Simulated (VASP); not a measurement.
All values below come from LDA (Ceperley-Alder, Perdew-Zunger), VASP's LDA PAW potentials (set 64) (plane waves; VASP).

The input files of a VASP run:

POSCAR:
```
SrO
1.0
  0.0000000000   2.5388379720   2.5388379720
  2.5388379720   0.0000000000   2.5388379720
  2.5388379720   2.5388379720   0.0000000000
Sr O
1 1
Direct
  0.5000000000   0.5000000000   0.5000000000
  0.0000000000   0.0000000000   0.0000000000
```

INCAR:
```
ENCUT = 650
NSW = 1   # most ionic steps
NFREE = 2
LASPH = T
LWAVE = F
IBRION = 6   # finite differences
POTIM = 0.015   # step
LREAL = F   # projection in real space or not
ALGO = Normal
SYSTEM = SrO
SIGMA = 0.05   # width (eV)
EDIFF = 1E-7
LCHARG = F
ISMEAR = 0
ISIF = 3
PREC = Accurate
LMAXMIX = 4   # l cut-off of mixed one-centre charges
NELM = 100   # most electronic steps
```

KPOINTS:
```
Automatic mesh
0
Gamma
8 8 8
0 0 0
```

POTCAR, in this order: Sr_sv O (LDA.64 set). Program: vasp_std.

Output of the run:

### OUTCAR
```


   1 f  =    6.557031 THz    41.199042 2PiTHz  218.719018 cm-1    27.117690 meV

   2 f  =    6.557031 THz    41.199042 2PiTHz  218.719018 cm-1    27.117690 meV

   3 f  =    6.557031 THz    41.199042 2PiTHz  218.719018 cm-1    27.117690 meV

   4 f/i=    0.002252 THz     0.014150 2PiTHz    0.075121 cm-1     0.009314 meV

   5 f/i=    0.002252 THz     0.014150 2PiTHz    0.075121 cm-1     0.009314 meV

   6 f/i=    0.002252 THz     0.014150 2PiTHz    0.075121 cm-1     0.009314 meV

 ELASTIC MODULI CONTR FROM IONIC RELAXATION (kBar)
 Direction    XX          YY          ZZ          XY          YZ          ZX
 --------------------------------------------------------------------------------
 XX           0.0000      0.0000      0.0000      0.0000      0.0000      0.0000
 YY           0.0000      0.0000      0.0000      0.0000      0.0000      0.0000
 ZZ           0.0000      0.0000      0.0000      0.0000      0.0000      0.0000
 XY           0.0000      0.0000      0.0000      0.0000      0.0000      0.0000
 YZ           0.0000      0.0000      0.0000      0.0000      0.0000      0.0000
 ZX           0.0000      0.0000      0.0000      0.0000      0.0000      0.0000
 --------------------------------------------------------------------------------

 TOTAL ELASTIC MODULI (kBar)
 Direction    XX          YY          ZZ          XY          YZ          ZX
 --------------------------------------------------------------------------------
 XX        2110.4239    509.8978    509.8978     -0.0000     -0.0000     -0.0000
 YY         509.8978   2110.4239    509.8978      0.0000     -0.0000      0.0000
 ZZ         509.8978    509.8978   2110.4239      0.0000      0.0000      0.0000
 XY          -0.0000      0.0000      0.0000    560.9627      0.0000      0.0000
 YZ          -0.0000     -0.0000      0.0000      0.0000    560.9627      0.0000
 ZX          -0.0000      0.0000      0.0000      0.0000      0.0000    560.9627
 --------------------------------------------------------------------------------
```
(Selected blocks of OUTCAR.)

The structure comes from a computed database's SrO entry (Fm-3m); how it stands against other phases isn't given here. It was relaxed first, which changed the volume by -5 %.
